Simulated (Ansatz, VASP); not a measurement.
## Cross-check of Y between VASP and Ansatz

Aim: how closely do two programs agree when they are given the same cell, functional and k mesh? The cell is taken from a series of runs on this material, whose earlier steps may have relaxed, scaled, displaced or heated it; both programs get it as it stands.

Method: plane waves, with VASP 6.6.1 beside it; zone-centre phonons at LDA, in Ansatz 0.2.0.

**1. Starting point**

It takes space group P6_3/mmc (No. 194, hexagonal). The conventional cell has a = 3.401 Å, b = 3.401 Å, c = 5.663 Å, α = 90.00°, β = 90.00°, γ = 120.00°. Y has 12 Y at 3.40 to 3.45 Å nearest.

As a file:

```
Y
1.0
     3.40064    0.00000    0.00000
    -1.70032    2.94504    0.00000
     0.00000    0.00000    5.66291
Y
2
Direct
  0.33333 0.66667 0.25000
  0.66667 0.33333 0.75000
```

**2. VASP: zone-centre phonons, LDA**

Second derivatives magnify differences that forces hide, and they need a tight electronic threshold.

Lines of VASP's logs that name or quote its potential files are left out, and so is its time.

Contents of INCAR:

```
SYSTEM = Y
PREC = Accurate
ENCUT = 500
EDIFF = 1E-08
NELM = 120
ISMEAR = 1
SIGMA = 0.2
LREAL = .FALSE.
ALGO = Normal
GGA = CA
NBANDS = 17
LASPH = .TRUE.
LORBIT = 11
LWAVE = .FALSE.
LCHARG = .FALSE.
ISIF = 2
IBRION = 8
GGA_COMPAT = .FALSE.
KPAR = 2
```

Contents of POSCAR:

```
Y
1.0
    3.4006400762      0.0000000000      0.0000000000
   -1.7003200381      2.9450406951      0.0000000000
    0.0000000000      0.0000000000      5.6629129314
Y
2
Direct
    0.3333333333      0.6666666667      0.2500000000
    0.6666666667      0.3333333333      0.7500000000
```

Contents of KPOINTS:

```
Automatic mesh
0
Gamma
15 15 8
0 0 0
```

The projector-augmented-wave data sets are Y_sv (LDA family, release 64).

On the command line:

```sh
$ mpirun -np 2 vasp_std
```

Numbers of over 12 decimals in the logs are rounded to 6 here.

Output:

```text
[banner, memory and clock lines left out]
running    2 mpi-ranks, on    1 nodes
 distrk:  each k-point on    1 cores,    2 groups
 distr:  one band on    1 cores,    1 groups

 POSCAR found type information on POSCAR Y
 POSCAR found :  1 types and       2 ions
 LDA part: xc-table for (Slater(with rela. corr.)+CA(PZ))
 , standard interpolation
 POSCAR, INCAR and KPOINTS ok, starting setup
 FFT: planning ... GRIDC
 FFT: planning ... GRID_SOFT
 FFT: planning ... GRID
 WAVECAR not read
 entering main loop
       N       E                     dE             d eps       ncg     rms          rms(c)
DAV:   1     0.860366957297E+02    0.86037E+02   -0.11308E+04  4614   0.122E+03
DAV:   2    -0.715782997492E+01   -0.93195E+02   -0.91909E+02  5777   0.265E+02
DAV:   3    -0.139903810880E+02   -0.68326E+01   -0.67636E+01  8054   0.441E+01
DAV:   4    -0.141626814726E+02   -0.17230E+00   -0.17209E+00  5538   0.713E+00
DAV:   5    -0.141663724912E+02   -0.36910E-02   -0.36903E-02  6764   0.804E-01    0.351E+01
DAV:   6    -0.138883479868E+02    0.27802E+00   -0.36594E-01  4881   0.392E+00    0.216E+01
DAV:   7    -0.138580026551E+02    0.30345E-01   -0.71520E-01  6574   0.481E+00    0.175E+00
DAV:   8    -0.138462499172E+02    0.11753E-01   -0.11460E-01  5728   0.209E+00    0.456E-01
DAV:   9    -0.138463887549E+02   -0.13884E-03   -0.47801E-03  6036   0.490E-01    0.194E-01
DAV:  10    -0.138463510943E+02    0.37661E-04   -0.38772E-04  6877   0.146E-01    0.430E-02
DAV:  11    -0.138463525089E+02   -0.14146E-05   -0.18375E-05  6183   0.307E-02    0.423E-02
DAV:  12    -0.138463523449E+02    0.16401E-06   -0.43993E-06  5348   0.183E-02    0.102E-02
DAV:  13    -0.138463522679E+02    0.76982E-07   -0.21496E-07  6725   0.346E-03    0.246E-04
DAV:  14    -0.138463522688E+02   -0.87357E-09   -0.62098E-09  3662   0.569E-04
   1 F= -.13846352E+02 E0= -.13845548E+02  d E =-.241218E-02
 Linear response reoptimize wavefunctions to high precision
DAV:   1    -0.138463522696E+02   -0.82991E-09   -0.34525E-09  4903   0.312E-04
DAV:   2    -0.138463522696E+02    0.90949E-12   -0.14245E-10  3156   0.851E-05
 Linear response DOF=           2
 Linear response progress:
  Degree of freedom:   1/  2
       N       E                     dE             d eps       ncg     rms          rms(c)
RMM:   1    -0.253627515592E+00   -0.25363E+00    0.39202E+00 22657   0.105E+01
RMM:   2    -0.239120725603E+00    0.14507E-01   -0.19199E-01 32828   0.197E+00    0.171E-01
RMM:   3    -0.240516115718E+00   -0.13954E-02   -0.15293E-02 39071   0.610E-01    0.847E-02
RMM:   4    -0.240959681747E+00   -0.44357E-03   -0.25797E-03 44946   0.220E-01    0.267E-02
RMM:   5    -0.241021825342E+00   -0.62144E-04   -0.48160E-04 47390   0.959E-02    0.175E-02
RMM:   6    -0.240929248792E+00    0.92577E-04   -0.10120E-04 47538   0.355E-02    0.665E-03
RMM:   7    -0.240878790147E+00    0.50459E-04   -0.11554E-04 48186   0.192E-02    0.294E-03
RMM:   8    -0.240862912635E+00    0.15878E-04   -0.13402E-04 48539   0.998E-03    0.137E-03
RMM:   9    -0.240850039388E+00    0.12873E-04   -0.90837E-05 49076   0.604E-03    0.750E-04
RMM:  10    -0.240845019495E+00    0.50199E-05   -0.59066E-05 49432   0.387E-03    0.443E-04
RMM:  11    -0.240842231725E+00    0.27878E-05   -0.34646E-05 48750   0.275E-03    0.335E-04
RMM:  12    -0.240843142886E+00   -0.91116E-06   -0.19566E-05 49004   0.209E-03    0.131E-04
RMM:  13    -0.240842535594E+00    0.60729E-06   -0.11303E-05 49413   0.166E-03    0.102E-04
RMM:  14    -0.240842633052E+00   -0.97458E-07   -0.70407E-06 49383   0.138E-03    0.170E-04
RMM:  15    -0.240842903604E+00   -0.27055E-06   -0.39504E-06 48016   0.119E-03    0.250E-04
RMM:  16    -0.240843172329E+00   -0.26872E-06   -0.23831E-06 48511   0.104E-03    0.309E-04
RMM:  17    -0.240843407040E+00   -0.23471E-06   -0.12482E-06 47824   0.923E-04    0.393E-04
RMM:  18    -0.240843320562E+00    0.86479E-07   -0.55549E-07 47899   0.830E-04    0.388E-04
RMM:  19    -0.240843327317E+00   -0.67551E-08   -0.44139E-07 48017   0.754E-04    0.418E-04
RMM:  20    -0.240843374268E+00   -0.46951E-07   -0.31463E-07 47901   0.693E-04    0.440E-04
 first order change of Fermi-energy   0.12763E-04
 force on displaced ion       1 direction 1 :  -0.930   0.001   0.000
 Linear response progress:
  Degree of freedom:   2/  2
       N       E                     dE             d eps       ncg     rms          rms(c)
RMM:   1    -0.314597301089E+00   -0.31460E+00    0.41686E+00  7663   0.107E+01
RMM:   2    -0.305165829867E+00    0.94315E-02   -0.20045E-01 11173   0.194E+00    0.423E-01
RMM:   3    -0.307566311314E+00   -0.24005E-02   -0.13892E-02 12235   0.586E-01    0.153E-01
RMM:   4    -0.308345384727E+00   -0.77907E-03   -0.22748E-03 14682   0.226E-01    0.188E-02
RMM:   5    -0.308285063775E+00    0.60321E-04   -0.41991E-04 15718   0.933E-02    0.250E-02
RMM:   6    -0.308270994965E+00    0.14069E-04   -0.90097E-05 15588   0.389E-02    0.759E-03
RMM:   7    -0.308169650840E+00    0.10134E-03   -0.36002E-05 15783   0.187E-02    0.472E-03
RMM:   8    -0.308059583288E+00    0.11007E-03   -0.28578E-05 15867   0.106E-02    0.206E-03
RMM:   9    -0.308061292531E+00   -0.17092E-05   -0.19395E-05 16016   0.638E-03    0.655E-04
RMM:  10    -0.308055704965E+00    0.55876E-05   -0.46537E-06 16485   0.415E-03    0.471E-04
RMM:  11    -0.308052809351E+00    0.28956E-05    0.12419E-05 16405   0.295E-03    0.209E-04
RMM:  12    -0.308049977852E+00    0.28315E-05    0.13830E-05 15911   0.230E-03    0.119E-04
RMM:  13    -0.308047180335E+00    0.27975E-05    0.11453E-05 16227   0.186E-03    0.135E-04
RMM:  14    -0.308050700043E+00   -0.35197E-05    0.84792E-06 15667   0.159E-03    0.307E-04
RMM:  15    -0.308050681102E+00    0.18941E-07    0.58708E-06 16075   0.131E-03    0.374E-04
RMM:  16    -0.308050082674E+00    0.59843E-06    0.42471E-06 16006   0.113E-03    0.367E-04
RMM:  17    -0.308050301565E+00   -0.21889E-06    0.33556E-06 16160   0.989E-04    0.444E-04
RMM:  18    -0.308050338189E+00   -0.36624E-07    0.28144E-06 16126   0.884E-04    0.490E-04
RMM:  19    -0.308049966256E+00    0.37193E-06    0.22496E-06 15635   0.804E-04    0.490E-04
RMM:  20    -0.308049687579E+00    0.27868E-06    0.18368E-06 16015   0.734E-04    0.499E-04
 first order change of Fermi-energy   0.10410E-04
 force on displaced ion       1 direction 3 :   0.000  -0.000  -2.672
 Linear response finished
```

OUTCAR, selected parts (step 2):

```text
ion  position               nearest neighbor table
   1  0.333  0.667  0.250-   2 3.45   2 3.45   2 3.45   2 3.45   2 3.45   2 3.45
   2  0.667  0.333  0.750-   1 3.45   1 3.45   1 3.45   1 3.45   1 3.45   1 3.45

  LATTYP: Found a hexagonal cell.
 ALAT       =     3.4006400762
 C/A-ratio  =     1.6652491309

 Subroutine GETGRP returns: Found 24 space group operations
 (whereof 12 operations were pure point group operations)

The static configuration has the point symmetry D_3d.
 The point group associated with its full space group is D_6h.

 Found    135 irreducible k-points:

   k-points           NKPTS =    135   k-points in BZ     NKDIM =    135   number of bands    NBANDS=     17

   dimension x,y,z NGX =    28 NGY =   28 NGZ =   42
   dimension x,y,z NGXF=    56 NGYF=   56 NGZF=   84

   ENCUT  =  500.0 eV  36.75 Ry    6.06 a.u.   6.20  6.20 10.32*2*pi/ulx,y,z

   NELECT =      22.0000    total number of electrons

 k-points in reciprocal lattice and weights: Automatic mesh
   0.00000000  0.00000000  0.00000000       0.001
   0.06666667  0.00000000  0.00000000       0.003
   0.13333333  0.00000000  0.00000000       0.003
   0.20000000  0.00000000  0.00000000       0.003
   0.26666667  0.00000000  0.00000000       0.003
   0.33333333  0.00000000  0.00000000       0.003
   0.40000000  0.00000000  0.00000000       0.003
   0.46666667  0.00000000  0.00000000       0.003
   0.06666667  0.06666667  0.00000000       0.003
[...]
0.33333333  0.26666667  0.50000000       0.007
   0.33333333  0.33333333  0.50000000       0.001

 average (electrostatic) potential at core
       1 -36.5327       2 -36.5327

  Total        1.1698352      1.1698352     -0.0553386      0.0000000      0.0000000      0.0000000
  in kB       33.0478665     33.0478665     -1.5633164      0.0000000      0.0000000      0.0000000
  external PRESSURE =      21.5108055 kB  Pullay stress =       0.0000000 kB

  energy-cutoff  :      500.00
  volume of cell :       56.71
      direct lattice vectors                 reciprocal lattice vectors
     3.400640076  0.000000000  0.000000000     0.294062288  0.169776941  0.000000000
    -1.700320038  2.945040695  0.000000000     0.000000000  0.339553882  0.000000000
     0.000000000  0.000000000  5.662912931     0.000000000  0.000000000  0.176587564

 POSITION                                       TOTAL-FORCE (eV/Angst)
 -----------------------------------------------------------------------------------
     -0.00000      1.96336      1.41573         0.000000      0.000000      0.000000
      1.70032      0.98168      4.24718        -0.000000      0.000000      0.000000
 -----------------------------------------------------------------------------------
    total drift:                                0.000000     -0.000000      0.000000

 Eigenvectors and eigenvalues of the dynamical matrix
 ----------------------------------------------------

   1 f  =    3.832878 THz    24.082682 2PiTHz  127.851045 cm-1    15.851502 meV
             X         Y         Z           dx          dy          dz
     -0.000000  1.963360  1.415728    -0.000000    0.000000    0.707107
      1.700320  0.981680  4.247185     0.000000   -0.000000   -0.707107

   2 f  =    2.261101 THz    14.206919 2PiTHz   75.422221 cm-1     9.351159 meV
             X         Y         Z           dx          dy          dz
     -0.000000  1.963360  1.415728    -0.707107    0.000007    0.000000
      1.700320  0.981680  4.247185     0.707107   -0.000007    0.000000

   3 f  =    2.261101 THz    14.206919 2PiTHz   75.422221 cm-1     9.351159 meV
             X         Y         Z           dx          dy          dz
     -0.000000  1.963360  1.415728     0.000007    0.707107    0.000000
      1.700320  0.981680  4.247185    -0.000007   -0.707107    0.000000

   4 f  =    0.000000 THz     0.000000 2PiTHz    0.000001 cm-1     0.000000 meV
             X         Y         Z           dx          dy          dz
     -0.000000  1.963360  1.415728    -0.249291   -0.609628    0.257307
      1.700320  0.981680  4.247185    -0.249291   -0.609628    0.257307

   5 f/i=    0.000000 THz     0.000000 2PiTHz    0.000001 cm-1     0.000000 meV
             X         Y         Z           dx          dy          dz
     -0.000000  1.963360  1.415728     0.561326   -0.049236    0.427187
      1.700320  0.981680  4.247185     0.561326   -0.049236    0.427187

   6 f/i=    0.000000 THz     0.000000 2PiTHz    0.000001 cm-1     0.000000 meV
             X         Y         Z           dx          dy          dz
     -0.000000  1.963360  1.415728     0.350380   -0.354865   -0.501303
      1.700320  0.981680  4.247185     0.350380   -0.354865   -0.501303

 ELASTIC MODULI CONTR FROM IONIC RELAXATION (kBar)
 Direction    XX          YY          ZZ          XY          YZ          ZX
 --------------------------------------------------------------------------------
 XX         -41.8847     41.8847      0.0000     -0.0000     -0.0000     -0.0000
 YY          41.8847    -41.8847      0.0000      0.0000      0.0000      0.0000
 ZZ           0.0000      0.0000      0.0000      0.0000      0.0000      0.0000
 XY          -0.0000      0.0000      0.0000    -41.8847      0.0000      0.0000
 YZ          -0.0000      0.0000      0.0000      0.0000     -0.0000     -0.0000
 ZX          -0.0000      0.0000      0.0000      0.0000     -0.0000     -0.0000
 --------------------------------------------------------------------------------
```

**3. Ansatz: zone-centre phonons, LDA**

Ansatz runs on its PAW soft_1 files.

The same cell, functional (in two slightly different forms), mesh and smearing now go to Ansatz, which takes its cutoff from its data sets.

Contents of input.yaml:

```yaml
crystal:
  lattice:
    - [3.4006400762, 0.0, 0.0]
    - [-1.7003200381, 2.9450406951, 0.0]
    - [0.0, 0.0, 5.6629129314]
  atoms:
    - { symbol: "Y", position: [0.3333333333, 0.6666666667, 0.25] }
    - { symbol: "Y", position: [0.6666666667, 0.3333333333, 0.75] }
kpoints:
  mp_grid: { grid: [15, 15, 8] }
hamiltonian:
  xc: lda
  pseudopotentials: { kind: paw, azcp: { folder: soft_1 }, xc_functional: pbe }
scf:
  occupations: { method: methfessel_paxton, width: 0.2 }
output:
  eigenvalues: true
phonons:
  method: dfpt
```

On the command line:

```sh
$ ansatz run input.yaml --threads 4 --pin off --max-ram 10240MiB --backend cpu --events-out ev --progress --plain --runs-dir out
```

Output:

```text
zone centre: on kpoints.mp_grid the ground state, and the responses unless they are solved on pairs of k-points, stand on 320 of the mesh's 1800 k-points, reduced under 4 symmetry operations, with k and −k counted as one. Each operation leaves every solved displacement unchanged or reverses it
Engine: ansatz 0.2.0, x86_64-unknown-linux-gnu
Pseudopotentials: kind: paw
Pseudopotential: Y, paw, valence charge 11, recommended cutoff 420 eV (normal), soft_1/Y.paw.azcp
Functional definition: SPW92
  exchange = slater_x
  correlation = pw_c
Crystal: 2 atoms, lattice volume = 56.714 Å³
Basis set: ecut = 420 eV, 1099 PW (Γ), exchange–correlation on 48×48×80 points (8 copies of the dense FFT grid, shifted against one another)
Bands: 15, of which v1, the nominal top of the filled ones, is band 11 counted from 1 (10 counted from 0)
Symmetry: 24 space group operations
k-points: 320 of 1800 (irreducible under 4 space group operations, time reversal used)
Non-local potential: Y, projectors of the file, l = 0: 3, l = 1: 2, l = 2: 2, l = 3: 1
PAW form: soft (Blöchl's): semilocal exchange-correlation on the pseudo side does not see the compensation charge
PAW frozen core: Y, regenerated for the run's functional, and the local potential with it (the file was generated under x = pbe(κ = 0.804, μ = 0.219515), c = pbe(β = 0.066725))
PAW one-centre angular grid: Y, 590 points (default); XC on 64 Gauss nodes
Initial density: superposition of atomic densities (chi_scale 0.1, normalization cell)
Initial wavefunctions: pseudopotential atomic-orbital guess
Functional: x = slater, c = lda
SCF iter   1: F=—  HF=-7491.147434 eV  |F-HF|=—  |Δ(HF+E_count)|=         —  Δρ=1.20e-2  dr2=1.23e-1  ethr=3.10e-3  ⟨swp⟩=4.6  Hψ=20448  notcnv=0
preconditioner: auto → Kerker (q_TF=auto, 2.330 Å⁻¹)  [metal: Δε(μ)=0.003 eV  Ē_g=2.769 eV  σ=0.200 eV  W_gap=0.01  n_scr=10 (ndim 8)  ℏωp=12.1 eV  f_vac=0.000  D(μ)=3.73/eV (n_scr^D=36)]
SCF iter   2: F=—  HF=-7491.118155 eV  |F-HF|=—  |Δ(HF+E_count)|=   2.93e-2  S|Δr|=    0.00e0  Δρ=7.35e-3  dr2=4.64e-2  ethr=5.58e-4  ⟨swp⟩=1.0  Hψ=7360  notcnv=0
SCF iter   3: F=—  HF=-7491.101062 eV  |F-HF|=—  |Δ(HF+E_count)|=   1.71e-2  S|Δr|=    0.00e0  Δρ=1.10e-3  dr2=7.94e-4  ethr=2.11e-4  ⟨swp⟩=2.9  Hψ=8465  notcnv=0
SCF iter   4: F=—  HF=-7491.100962 eV  |F-HF|=—  |Δ(HF+E_count)|=   1.00e-4  S|Δr|=    0.00e0  Δρ=2.16e-4  dr2=2.17e-5  ethr=3.61e-6  ⟨swp⟩=2.8  Hψ=8359  notcnv=0
SCF iter   5: F=—  HF=-7491.100956 eV  |F-HF|=—  |Δ(HF+E_count)|=   5.88e-6  S|Δr|=    0.00e0  Δρ=3.73e-5  dr2=5.54e-7  ethr=9.87e-8  ⟨swp⟩=2.1  Hψ=8323  notcnv=0
SCF iter   6: F=—  HF=-7491.100956 eV  |F-HF|=—  |Δ(HF+E_count)|=   1.41e-7  S|Δr|=    0.00e0  Δρ=6.45e-6  dr2=1.32e-8  ethr=2.52e-9  ⟨swp⟩=1.2  Hψ=5416  notcnv=0
SCF iter   7: F=—  HF=-7491.100956 eV  |F-HF|=—  |Δ(HF+E_count)|=   1.21e-9  S|Δr|=    0.00e0  Δρ=1.15e-6  dr2=5.28e-10  ethr=6.00e-11  ⟨swp⟩=2.5  Hψ=8216  notcnv=0
SCF iter   8: F=-7491.100956 eV  HF=-7491.100956 eV  |F-HF|=9.09e-13  |Δ(HF+E_count)|=  6.46e-11  S|Δr|=    0.00e0  Δρ=8.49e-8  dr2=3.44e-12  ethr=1.00e-12  ⟨swp⟩=4.8  Hψ=21824  notcnv=0
the search or the solves at the SCF's close seem to have found levels that the self-consistency loop had missed (the run counts 2). By its estimate they hold under 1e-12 electrons; where the run keeps them, the occupations were computed again with them
SCF 1 converged in 8 iterations: F = -7491.100956 eV  dr2 = 3.44e-12
  greatest PAW one-centre occupation: 0.992 electrons in one spin orbital (limit 2), on the Y atom at site 1 (counted from 0), in its partial waves of l = 0
DFPT response loops at Γ: preconditioner auto → Kerker (q_TF=auto, 2.330 Å⁻¹) (partly filled bands, converged f_vac=0.000); β = 1.00, the filter's whole step (`scf.mixing.beta` (0.50) is not read by the response loops under this deck's `scf.mixing.preconditioner`; to damp them name `kerker` or `kerker_dos`, under which they read `scf.mixing.beta`, and type it under 1.00, their step now; both keys bind the ground state too); Broyden in place of MSR1
SCF converged after 8 iterations
Stability not checked: this state was not tested for a lower state beside it, because cold or Methfessel-Paxton smearing, or corrected tetrahedra, fill the levels in a way that the test cannot read (fill_not_monotonic; see scf.lower_state_search)
Free energy (F): -7491.100956 eV
Harris-Foulkes:  -7491.100956 eV  (|F-HF|=9.09e-13)
Internal energy: -7491.098450 eV  (E = F + TS)
E sigma→0 (E₀):  -7491.100330 eV
Entropy (-TS):   -0.002506 eV (-1.253 meV/atom)
Fermi energy:    10.915086 eV
--- Per-component energies (eV) ---
  E_band       = -202.903942
  E_kinetic    = 636.556719
  E_local      = -1104.525838  (includes V_loc(G=0)·N_el)
  E_nonlocal   = 62.667148
  E_hartree    = 348.747856
  E_xc         = -355.194173
  E_vxc        = -411.583137  (∫ρ·V_xc dr)
  E_paw        = -5429.876299  (= ΣΔE_a)
  E_vpaw       = -83.514608  (= ΣTr[D̂ρ^β])
  E_aug_tail   = 0.000045  (compensation charges beyond the density's cutoff)
  E_ewald      = -1650.133078
  E_core_change = 0.659170  (= ΣΔE_core)
  E_smearing   = -0.002506  (= −TS)
  E_closure    = -0.000000  (closes the sum)
  Σ components = -7491.100956   (vs F -7491.100956, Δ=0.00e0)
--- Band table (eV; the first three rows and the last of 320) ---
  k-point 0: bands = [... 7 lower, -10.9117, 6.0511, 8.7327, 11.9514, 12.5895, 12.8205, 12.8205, 13.4142]
  k-point 1: bands = [... 7 lower, -10.9157, 6.1619, 8.6810, 11.8274, 12.4953, 12.7853, 12.7853, 13.3414]
  k-point 2: bands = [... 7 lower, -10.9270, 6.4804, 8.4859, 11.5982, 12.2451, 12.7319, 12.7319, 13.1657]
  k-point 319: bands = [... 7 lower, -11.0994, 9.4822, 9.4822, 11.0657, 11.0657, 11.7427, 11.7427, 13.6245]
--- Phonons (Γ-DFPT): 2 representative perturbations + reference, on 320 of 1800 k-points (Σ response iterations 6) ---
  k mesh reduced under 4 symmetry operations, with k and −k counted as one. Each operation leaves every solved displacement unchanged or reverses it
  ASR residual: 5.893e-5 → 0.000e0 eV/Å²; symmetrization residual: 7.469e-14 eV/Å²
  ASR residual per site (eV/Å²): 5.89e-5 5.89e-5
  Γ frequencies (cm⁻¹): 0.00 0.00 0.00 75.21 75.21 129.16
  non-analytic LO–TO correction: not included (Born effective charges unavailable; polar crystals: no LO–TO splitting at Γ)
```

**4. Side by side**

Known differences besides the potentials themselves: the two LDA forms differ slightly; the cutoff is 420 eV in Ansatz and 500 eV in VASP; VASP's log shows a relativistic correction to its local exchange, Ansatz's none. Total energies have different zeros and are not compared.

Compared:

| quantity | Ansatz | VASP | difference |
| --- | --- | --- | --- |
| optical mode 1 to 2 (cm⁻¹) | 75.2 | 75.4 | -0.28 % |
| optical mode 3 (cm⁻¹) | 129.2 | 127.9 | +1.02 % |

Modes are paired by rising frequency, not by their patterns, so a pair may set unlike modes beside each other; they are those without the splitting of longitudinal modes.

**5. Outcome**

```
r.m.s. difference of the optical zone-centre modes, each program's sorted by frequency (zone-centre phonons, LDA) : 0.78 cm⁻¹
difference in optical mode 3 (zone-centre phonons, LDA)                                                           : +1.0 %
```

**Reading.** The r.m.s. difference of the optical zone-centre modes, each program's sorted by frequency is 0.78 cm⁻¹ (zone-centre phonons, LDA). Among the rows given in per cent, the largest difference of the zone-centre phonons, LDA pair is in optical mode 3, +1.0 %. Such differences can come from data sets, numerical settings and the points named under the comparisons, not from the functional's error against experiment.

[Lines on the potential files, build, host, timing and source positions are cut from VASP's logs without a mark.]

[Logs are printed without paths, hosts, clocks, repeated set-up lines and the standing remarks that a program may print on its own settings, such as how far it seeks lower states.]

[Hosts, paths, dates, database ids (printed as entryN), source tags and the programs' standing remarks are cut or masked in the printed files.]
